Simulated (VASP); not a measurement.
# Fe (Iron): the relaxed cell at several levels, part 2 of 3

How close do the usual functionals, with and without dispersion, come to the cell of Fe (Iron)? LASPH is on for some levels and off for others; the table marks which. The start is a cell from a database of measured crystal structures.

VASP 6.6.1, plane waves and PAW; the level of theory is named at each step.

Still holding for the runs below: The cell holds one magnetic atom, so no antiferromagnetic order fits into it.

So far, final volume (Å³): step 2 (relaxation, level PBE) 11.3.

### 3. Relaxation with LDA

This step: LDA, spin-polarised from a ferromagnetic start (one magnetic atom a cell); plane waves and PAW (Fe) (VASP 6.6.1).

LDA, the lowest rung, knows the local density alone.

INCAR

```
SYSTEM = Fe
PREC = Accurate
ENCUT = 520
EDIFF = 1E-06
NELM = 100
ISMEAR = -1
SIGMA = 0.05
LREAL = .FALSE.
ALGO = Normal
GGA = CA
NBANDS = 10
ISPIN = 2
MAGMOM = 3
LMAXMIX = 4
LORBIT = 11
LWAVE = .FALSE.
LCHARG = .FALSE.
KPAR = 2
IBRION = 2
NSW = 60
ISIF = 3
EDIFFG = -0.01
```

POSCAR

```
Fe
1.0
   -1.4327000000      1.4327000000      1.4327000000
    1.4327000000     -1.4327000000      1.4327000000
    1.4327000000      1.4327000000     -1.4327000000
Fe
1
Direct
    0.0000000000      0.0000000000      0.0000000000
```

KPOINTS

```
Automatic mesh
0
Gamma
13 13 13
0 0 0
```

PAW data sets: Fe (PBE family, release 64).

Started as:

```
$ mpirun -np 2 vasp_std
```

The program printed:

```text
[banner, memory and clock lines left out]
running    2 mpi-ranks, on    1 nodes
 distrk:  each k-point on    1 cores,    2 groups
 distr:  one band on    1 cores,    1 groups

 POSCAR found type information on POSCAR Fe
 POSCAR found :  1 types and       1 ions
|                                                                             |
|               ----> ADVICE to this user running VASP <----                  |
|                                                                             |
|     You enforced a specific xc type in the INCAR file but a different       |
|     [... a line on the potential file left out ...]
|     I HOPE YOU KNOW WHAT YOU ARE DOING!                                     |
|                                                                             |

 LDA part: xc-table for (Slater(with rela. corr.)+CA(PZ))
 , standard interpolation
 POSCAR, INCAR and KPOINTS ok, starting setup
 FFT: planning ... GRIDC
 FFT: planning ... GRID_SOFT
 FFT: planning ... GRID
 WAVECAR not read
 entering main loop
       N       E                     dE             d eps       ncg     rms          rms(c)
DAV:   1     0.177732119459E+02    0.17773E+02   -0.41142E+03  3500   0.966E+02
DAV:   2    -0.986251923919E+01   -0.27636E+02   -0.25805E+02  3388   0.134E+02
DAV:   3    -0.103877442908E+02   -0.52523E+00   -0.52317E+00  3796   0.237E+01
DAV:   4    -0.103900252959E+02   -0.22810E-02   -0.22807E-02  3638   0.143E+00
DAV:   5    -0.103900425007E+02   -0.17205E-04   -0.17205E-04  3674   0.120E-01    0.120E+01
DAV:   6    -0.926019883078E+01    0.11298E+01   -0.14443E+01  3642   0.567E+01    0.607E+00
DAV:   7    -0.914601250486E+01    0.11419E+00   -0.10762E+00  3684   0.150E+01    0.324E+00
DAV:   8    -0.913634166442E+01    0.96708E-02   -0.41544E-03  4068   0.577E-01    0.105E+00
DAV:   9    -0.912799605353E+01    0.83456E-02   -0.62459E-03  5050   0.564E-01    0.257E-01
DAV:  10    -0.912739813261E+01    0.59792E-03   -0.28200E-04  3558   0.239E-01    0.552E-02
DAV:  11    -0.912741006760E+01   -0.11935E-04   -0.24137E-05  3764   0.563E-02    0.315E-02
DAV:  12    -0.912741232229E+01   -0.22547E-05   -0.74084E-07  2344   0.900E-03    0.134E-02
DAV:  13    -0.912741393268E+01   -0.16104E-05   -0.14480E-06  2482   0.777E-03    0.117E-02
DAV:  14    -0.912741263059E+01    0.13021E-05   -0.23801E-07  1704   0.651E-03    0.130E-03
DAV:  15    -0.912741262868E+01    0.19166E-08   -0.55489E-09  1698   0.861E-04
   1 F= -.91274126E+01 E0= -.91224986E+01  d E =-.912741E+01  mag=     2.1203
 curvature:   0.00 expect dE= 0.000E+00 dE for cont linesearch  0.000E+00
 trial: gam= 0.00000 g(F)=  0.258E-62 g(S)=  0.436E+00 ort = 0.000E+00 (trialstep = 0.100E+01)
 search vector abs. value=  0.436E+00
 bond charge predicted
       N       E                     dE             d eps       ncg     rms          rms(c)
DAV:   1    -0.136207337664E+02   -0.44933E+01   -0.96260E+01  3618   0.152E+02    0.248E+01
DAV:   2    -0.928275107027E+01    0.43380E+01   -0.22332E+01  3644   0.800E+01    0.119E+01
DAV:   3    -0.914427540781E+01    0.13848E+00   -0.23622E-01  3658   0.778E+00    0.644E+00
DAV:   4    -0.909724310217E+01    0.47032E-01   -0.13237E-02  3672   0.110E+00    0.184E+00
DAV:   5    -0.905935551783E+01    0.37888E-01   -0.50191E-02  3628   0.220E+00    0.272E-01
DAV:   6    -0.905957469763E+01   -0.21918E-03   -0.35781E-04  3790   0.225E-01    0.159E-01
DAV:   7    -0.905970290471E+01   -0.12821E-03   -0.16909E-04  3692   0.171E-01    0.838E-02
DAV:   8    -0.905972539757E+01   -0.22493E-04   -0.39299E-05  3940   0.752E-02    0.248E-02
DAV:   9    -0.905972645184E+01   -0.10543E-05   -0.28573E-06  1938   0.239E-02    0.448E-03
DAV:  10    -0.905972653845E+01   -0.86611E-07   -0.15645E-07  1698   0.450E-03
   2 F= -.90597265E+01 E0= -.90547797E+01  d E =0.676861E-01  mag=     1.6739
[...]
3 F= -.92409583E+01 E0= -.92368914E+01  d E =-.113546E+00  mag=     1.9837
 curvature:  -0.19 expect dE=-0.270E-04 dE for cont linesearch -0.270E-04
 ZBRENT: interpolating
 opt :   0.4755  next Energy=    -9.240982 (dE=-0.114E+00)
 bond charge predicted
       N       E                     dE             d eps       ncg     rms          rms(c)
DAV:   1    -0.924145858631E+01   -0.50048E-03   -0.93663E-03  3592   0.166E+00    0.209E-01
DAV:   2    -0.924104217445E+01    0.41641E-03   -0.42862E-03  3654   0.945E-01    0.169E-01
DAV:   3    -0.924099504670E+01    0.47128E-04   -0.28134E-04  3650   0.257E-01    0.655E-02
DAV:   4    -0.924099012994E+01    0.49168E-05   -0.23488E-06  3412   0.239E-02    0.154E-02
DAV:   5    -0.924098578361E+01    0.43463E-05   -0.45984E-06  3470   0.198E-02    0.221E-03
DAV:   6    -0.924098582436E+01   -0.40756E-07   -0.84116E-08  1680   0.277E-03
   4 F= -.92409858E+01 E0= -.92368916E+01  d E =-.113573E+00  mag=     1.9807
 curvature:  -0.17 expect dE=-0.172E-05 dE for cont linesearch -0.172E-05
 trial: gam= 0.00000 g(F)=  0.164E-61 g(S)=  0.103E-04 ort =-0.212E-02 (trialstep = 0.895E+00)
 search vector abs. value=  0.103E-04
 reached required accuracy - stopping structural energy minimisation
```

Elapsed: 26 s, on 2 MPI ranks of AMD EPYC 7R43, shared host; peak memory 0.21 GiB; 50 s of CPU time.

Parts of OUTCAR (step 3):

```text
The static configuration has the point symmetry O_h .

 Found     84 irreducible k-points:

   NELECT =       8.0000    total number of electrons

 E-fermi :   6.5350

 spin component 1
 k-point     1 :       0.0000    0.0000    0.0000
  band No.  band energies     occupation
    ...
      2       3.9726      1.00000
      3       3.9726      1.00000
      4       3.9726      1.00000
      5       5.5273      1.00000
      6       5.5273      1.00000
      7      32.1802      0.00000
      8      32.1802      0.00000
      9      32.1802      0.00000
     10      37.9079      0.00000

 k-point     2 :       0.0769    0.0000    0.0000
  band No.  band energies     occupation
    ...
      2       3.8943      1.00000
      3       3.9643      1.00000
      4       4.1242      1.00000
      5       5.4494      1.00000
      6       5.5337      1.00000
      7      30.7347      0.00000
      8      31.8415      0.00000
      9      32.0719      0.00000
     10      37.1722      0.00000

 k-point     3 :       0.1538    0.0000    0.0000
  band No.  band energies     occupation
    ...
      2       3.6815      1.00000
      3       3.9045      1.00000
      4       4.5574      1.00000
      5       5.3104      1.00000
      6       5.5557      1.00000
      7      27.6654      0.00000
      8      30.6236      0.00000
      9      31.8268      0.00000
     10      35.3048      0.00000

 k-point     4 :       0.2308    0.0000    0.0000
  band No.  band energies     occupation
    ...
      2       3.3910      1.00000
      3       3.8100      1.00000
      4       5.2061      1.00000
      5       5.2846      1.00000
      6       5.5973      1.00000
      7      24.0794      0.00000
      8      28.9096      0.00000
      9      31.5706      0.00000
     10      32.7495      0.00000

  Total        0.0084407      0.0084407      0.0084407      0.0000000      0.0000000     -0.0000000
  in kB        1.2986981      1.2986981      1.2986981      0.0000000      0.0000000     -0.0000000
  external PRESSURE =       1.2986981 kB  Pullay stress =       0.0000000 kB

  energy-cutoff  :      520.00
  volume of cell :       10.41
      direct lattice vectors                 reciprocal lattice vectors
    -1.375646381  1.375646381  1.375646381     0.000000000  0.363465500  0.363465500
     1.375646381 -1.375646381  1.375646381     0.363465500  0.000000000  0.363465500
     1.375646381  1.375646381 -1.375646381     0.363465500  0.363465500  0.000000000

 POSITION                                       TOTAL-FORCE (eV/Angst)
 -----------------------------------------------------------------------------------
      0.00000      0.00000      0.00000         0.000000      0.000000      0.000000
 -----------------------------------------------------------------------------------
    total drift:                                0.000000     -0.000000      0.000000

  FREE ENERGIE OF THE ION-ELECTRON SYSTEM (eV)
  ---------------------------------------------------
  free  energy   TOTEN  =        -9.2409858244 eV

  energy  without entropy=       -9.2327974321  energy(sigma->0) =       -9.23689163

 total charge
# of ion       s       p       d       tot
------------------------------------------
    1        0.527   0.617   6.340   7.484

 magnetization (x)
# of ion       s       p       d       tot
------------------------------------------
    1       -0.010  -0.035   1.995   1.950

[... 8 parts as in an earlier step ...]

[... 9 further parts left out ...]
```

CONTCAR:

```
Fe
   1.00000000000000
    -1.3756463810560959    1.3756463810560959    1.3756463810560959
     1.3756463810560959   -1.3756463810560959    1.3756463810560959
     1.3756463810560959    1.3756463810560959   -1.3756463810560959
  Fe
     1
Direct
     0.0000000000000000    0.0000000000000000    0.0000000000000000
```

The PAW data sets were made with PBE, though LDA sets exist; this is a small mismatch. After so large a change of volume the plane waves of the start cell no longer fit, so the final stress carries a basis-set error.

Step by step:

```csv
step,energy less that of the first step (eV),largest force (eV/Å),pressure (GPa),volume (Å³)
1,0.0000,0.0000,-23.65,11.76
2,0.0677,0.0000,48.72,9.05
3,-0.1135,0.0000,-0.48,10.44
4,-0.1136,0.0000,0.13,10.41
```

```
conventional cell, symmetrised  before  after   change
                         a (Å)   2.865  2.751   -4.0 %
                         b (Å)   2.865  2.751   -4.0 %
                         c (Å)   2.865  2.751   -4.0 %
              volume (Å³/atom)   11.76  10.41  -11.5 %
```

Final coordinates:

```
Fe
1.0
    -1.37565    1.37565    1.37565
     1.37565   -1.37565    1.37565
     1.37565    1.37565   -1.37565
Fe
1
Direct
  0.00000 0.00000 0.00000
```

This step gave:

| Property | Result |
| --- | --- |
| free energy (TOTEN) | -9.241 eV |
| energy at zero smearing | -9.237 eV |
| Fermi energy | 6.535 eV |
| pressure | 0.1299 GPa |
| moment of the cell, from the last line of the log | 1.981 μB |
| SCF cycles over all ionic steps | 40 |

Spin moment in the PAW sphere by atom:

```
atom  spin moment in the PAW sphere (μB)
 Fe1                                1.95
```

It ends at 10.41 Å³/atom, -11.5 % from the start, with 0.13 GPa left. The conventional cell has a = 2.751 Å. The largest moment is 1.95 μB.

### 4. Relaxation with r2SCAN

This step: r2SCAN, spin-polarised from a ferromagnetic start (one magnetic atom a cell); plane waves and PAW (Fe) (VASP 6.6.1).

r2SCAN adds the kinetic-energy density, costs more than a GGA and is run with LASPH.

Changes to INCAR since step 3:

```diff
@@ -9,3 +9,4 @@
 ALGO = Normal
-GGA = CA
+METAGGA = R2SCAN
+LASPH = .TRUE.
 NBANDS = 10
```

POSCAR is that of step 3.

KPOINTS is that of step 3.

Started as:

```
$ mpirun -np 2 vasp_std
```

The program printed:

```text
[banner, memory and clock lines left out]
running    2 mpi-ranks, on    1 nodes
[...]
[... a notice as in an earlier step ...]

 LDA part: xc-table for (None), standard interpolation
 POSCAR, INCAR and KPOINTS ok, starting setup
[...]
entering main loop
       N       E                     dE             d eps       ncg     rms          rms(c)
DAV:   1     0.147062033544E+02    0.14706E+02   -0.42326E+03  3482   0.100E+03
DAV:   2    -0.148567821235E+02   -0.29563E+02   -0.27297E+02  3390   0.141E+02
DAV:   3    -0.154469060644E+02   -0.59012E+00   -0.58372E+00  3760   0.261E+01
DAV:   4    -0.154500854080E+02   -0.31793E-02   -0.31789E-02  3640   0.176E+00
[...]
DAV:  13    -0.143670307784E+02   -0.14348E-04   -0.70345E-05  3898   0.716E-02    0.998E-03
DAV:  14    -0.143670296175E+02    0.11609E-05   -0.76139E-07  2578   0.107E-02    0.160E-03
DAV:  15    -0.143670293863E+02    0.23121E-06   -0.45178E-08  1702   0.286E-03
   1 F= -.14367029E+02 E0= -.14364506E+02  d E =-.143670E+02  mag=     2.6474
[...]
DAV:   3    -0.143670380826E+02    0.98544E-05   -0.70502E-05  3742   0.120E-01    0.631E-02
DAV:   4    -0.143670354334E+02    0.26492E-05   -0.31305E-06  3442   0.279E-02    0.156E-02
DAV:   5    -0.143670324542E+02    0.29792E-05   -0.36521E-06  2652   0.161E-02    0.261E-03
DAV:   6    -0.143670324450E+02    0.91412E-08   -0.15230E-07  1686   0.419E-03
   2 F= -.14367032E+02 E0= -.14364511E+02  d E =-.305875E-05  mag=     2.6473
 trial-energy change:   -0.000003  1 .order    0.000002   -0.000027    0.000030
 step:   0.5898(harm=  0.4728)  dis= 0.00000  next Energy=   -14.367038 (dE=-0.894E-05)
[...]
N       E                     dE             d eps       ncg     rms          rms(c)
DAV:   1    -0.143670849770E+02   -0.52523E-04   -0.10284E-03  3638   0.541E-01    0.646E-02
DAV:   2    -0.143670373834E+02    0.47594E-04   -0.36503E-04  3692   0.273E-01    0.671E-02
DAV:   3    -0.143670394070E+02   -0.20236E-05   -0.12424E-05  3634   0.507E-02    0.260E-02
DAV:   4    -0.143670383398E+02    0.10672E-05   -0.52050E-07  1696   0.116E-02    0.652E-03
DAV:   5    -0.143670380060E+02    0.33385E-06   -0.62174E-07  1774   0.688E-03
   3 F= -.14367038E+02 E0= -.14364516E+02  d E =-.861968E-05  mag=     2.6473
[...]
reached required accuracy - stopping structural energy minimisation
```

The job ended after 2.7 min (2 MPI ranks; peak memory 0.19 GiB; 5.4 min of CPU time).

Parts of OUTCAR (step 4):

```text
  Total        0.0043538      0.0043538      0.0043538      0.0000000     -0.0000000     -0.0000000
  in kB        0.5936930      0.5936930      0.5936930      0.0000000     -0.0000000     -0.0000000
  external PRESSURE =       0.5936930 kB  Pullay stress =       0.0000000 kB

 POSITION                                       TOTAL-FORCE (eV/Angst)
 -----------------------------------------------------------------------------------
      0.00000      0.00000      0.00000         0.000000     -0.000000      0.000000
 -----------------------------------------------------------------------------------
    total drift:                               -0.000000     -0.000000      0.000000

  FREE ENERGIE OF THE ION-ELECTRON SYSTEM (eV)
  ---------------------------------------------------
  free  energy   TOTEN  =       -14.3670380060 eV

  energy  without entropy=      -14.3619937311  energy(sigma->0) =      -14.36451587

 magnetization (x)
# of ion       s       p       d       tot
------------------------------------------
    1       -0.013  -0.118   2.846   2.716

[... 2 parts as in an earlier step ...]

[... 2 further parts left out ...]
[key lines of the parts left out:]
E-fermi :   5.4925
```

SCAN-type functionals tend to overstate the moments of itinerant magnets. The PAW data sets were made with PBE, which is usual practice but a small mismatch for other functionals.

Little changed from the start: no atom moved by 0.005 Å and no cell edge by 0.1 %.

It ends at 11.75 Å³/atom, -0.1 % from the start, with 0.06 GPa left. The conventional cell has a = 2.864 Å. The largest moment is 2.72 μB.

(Part 2 of 3 ends here.)

[Lines on the potential files, build, host, timing and source positions are cut from VASP's logs without a mark.]

[Logs are printed without paths, hosts, clocks, repeated set-up lines and the standing remarks that a program may print on its own settings, such as how far it seeks lower states.]

[Hosts, paths, dates, database ids (printed as entryN), source tags and the programs' standing remarks are cut or masked in the printed files.]

[A measured line is paired with the nearest computed mode of its activity, which favours agreement.]
